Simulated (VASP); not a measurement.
Given:

```
AgI
1.0
    0.00000     3.30758     3.30758
    3.30758     0.00000     3.30758
    3.30758     3.30758     0.00000
Ag I
1 1
Cartesian
  6.61516   6.61516   6.61516
  1.65379   1.65379   1.65379
```

Computed with PBE GGA, VASP's PBE PAW potentials (set 64) (plane waves; VASP). Settings: 480 eV cut-off, 6×6×6 Γ-centred mesh, Gaussian smearing of 0.050 eV, potentials Ag I.

Unless said otherwise, spin-orbit coupling is left out, though it shifts the bands of the heavy elements here.

Question: What does the run give for the energy per atom (σ→0), band gap (on the k-mesh) with the smallest direct gap where there is one?

Answer: 
```yaml
band gap (on the k-mesh): 1.34 eV
smallest direct gap (on the k-mesh): 1.34 eV
energy per atom (σ→0): -2.396 eV/atom
```

The absolute energy has meaning only against runs of the same code, potentials and settings.

The compound is AgI in the zinc blende structure, whereas wurtzite is the usual form. It was relaxed first, which changed the volume by +5 %.
